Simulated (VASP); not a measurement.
An input for Quantum ESPRESSO's pw.x (written as the equivalent of a VASP run, and not itself run):

```
&CONTROL
  calculation = 'scf'
  pseudo_dir = './pseudo'
  outdir = './out'
  tprnfor = .true.
  tstress = .true.
/
&SYSTEM
  ibrav = 0
  nat = 2
  ntyp = 2
  ecutwfc = 74
  occupations = 'smearing'
  smearing = 'gaussian'
  degauss = 0.003675
  input_dft = 'vdw-df-obk8'
/
&ELECTRONS
  conv_thr = 7.3e-09
  electron_maxstep = 100
/
ATOMIC_SPECIES
  K 39.098 K.upf
  Cl 35.450 Cl.upf
CELL_PARAMETERS angstrom
     0.0000000    3.0918464    3.0918464
     3.0918464    0.0000000    3.0918464
     3.0918464    3.0918464    0.0000000
ATOMIC_POSITIONS crystal
  K    0.0000000  0.0000000  0.0000000
  Cl   0.5000000  0.5000000  0.5000000
K_POINTS automatic
  7 7 7 0 0 0
```

Question: Translate this input to VASP (INCAR, KPOINTS, POSCAR, choice of POTCAR).

Answer: This is not unique; one that fits is 
**POSCAR**
```
KCl
1
    0.0000000000     3.0918463981     3.0918463981
    3.0918463981     0.0000000000     3.0918463981
    3.0918463981     3.0918463981     0.0000000000
K Cl
1 1
Direct
  0.0000000000   0.0000000000   0.0000000000
  0.5000000000   0.5000000000   0.5000000000
```

INCAR:
```
SYSTEM  =  KCl
PREC  =  Accurate; ENCUT  =  520; LREAL  =  .FALSE.
LASPH  =  .TRUE.
EDIFF  =  1E-7; NELM  =  100; ALGO  =  Normal
ISMEAR  =  0; SIGMA  =  0.05
GGA  =  BO; LUSE_VDW  =  .TRUE.; AGGAC  =  0.0
PARAM1  =  0.1833333333; PARAM2  =  0.22
ISIF  =  2
LWAVE  =  .FALSE.; LCHARG  =  .FALSE.
```

File KPOINTS:
```
Automatic mesh
0
Gamma
7 7 7
0 0 0
```

POTCAR, in this order: K_sv Cl (PBE.64 set). Program: vasp_std.

The two are equivalent in intent, not identical: the potentials are each code's own (VASP's PAW set, PseudoDojo norm-conserving files in pw.x), so ENCUT and ecutwfc are chosen apart and not converted; conv_thr bounds pw.x's estimated SCF error, while EDIFF bounds the energy change between steps.

The compound is KCl in the rock salt structure. This cell is one point of a volume scan, at 0.97 of the reference volume.
